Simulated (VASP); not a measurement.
A convergence study with VASP on CdTe (zinc blende): a few settings are varied, all else stays as given below, so the limit is that of these other settings. The cell's lengths are 1 % over those of the tabulated start and one atom is moved, so it is off equilibrium.

```
CELL_PARAMETERS angstrom
      0.00000     3.27240     3.27240
      3.27240     0.00000     3.27240
      3.27240     3.27240     0.00000
ATOMIC_POSITIONS crystal
  Cd 0.00000 0.00000 0.00000
  Te 0.24074 0.25926 0.25926
```

Level of theory: PBEsol GGA, VASP's PBE PAW potentials (set 64) (plane waves; VASP). The last row used: LREAL = Auto, 600 eV cut-off, 6×6×6 Γ-centred mesh, Gaussian smearing of 0.050 eV, potentials Cd Te.

Unless said otherwise, spin-orbit coupling is left out, though it shifts the bands of the heavy elements here. Gaps are read on the run's mesh, which can miss a band edge.

```
setting                                        E (eV/atom)  pressure (GPa)  gap on the mesh (eV)  plane waves
---------------------------------------------  -----------  --------------  --------------------  -----------
ENCUT = 300, LREAL = .FALSE., PREC = Normal        -2.7366           -0.80                 0.526          869
ENCUT = 400, LREAL = .FALSE., PREC = Normal        -2.7358           -1.07                 0.530         1303
ENCUT = 500, LREAL = .FALSE., PREC = Normal        -2.7362           -0.78                 0.531         1807
ENCUT = 600, LREAL = .FALSE., PREC = Normal        -2.7361           -0.82                 0.531         2362
ENCUT = 500, LREAL = .FALSE., PREC = Accurate      -2.7362           -0.78                 0.531         1807
ENCUT = 600, LREAL = .FALSE., PREC = Accurate      -2.7361           -0.82                 0.531         2362
ENCUT = 300, LREAL = Auto, PREC = Normal           -2.7374           -0.78                 0.526          869
ENCUT = 400, LREAL = Auto, PREC = Normal           -2.7354           -1.04                 0.530         1303
ENCUT = 500, LREAL = Auto, PREC = Normal           -2.7368           -0.72                 0.531         1807
ENCUT = 600, LREAL = Auto, PREC = Normal           -2.7367           -0.72                 0.531         2362
ENCUT = 300, LREAL = Auto, PREC = Accurate         -2.7372           -0.81                 0.526          869
ENCUT = 400, LREAL = Auto, PREC = Accurate         -2.7362           -1.07                 0.530         1303
ENCUT = 500, LREAL = Auto, PREC = Accurate         -2.7368           -0.78                 0.531         1807
ENCUT = 600, LREAL = Auto, PREC = Accurate         -2.7365           -0.82                 0.531         2362
```

Left out are rungs that failed or repeat a setting and relaxations that didn't move; long series are thinned to 24 rows.

The compound is CdTe in the zinc blende structure. The cell was not relaxed at this level, it is distorted from the ideal structure.
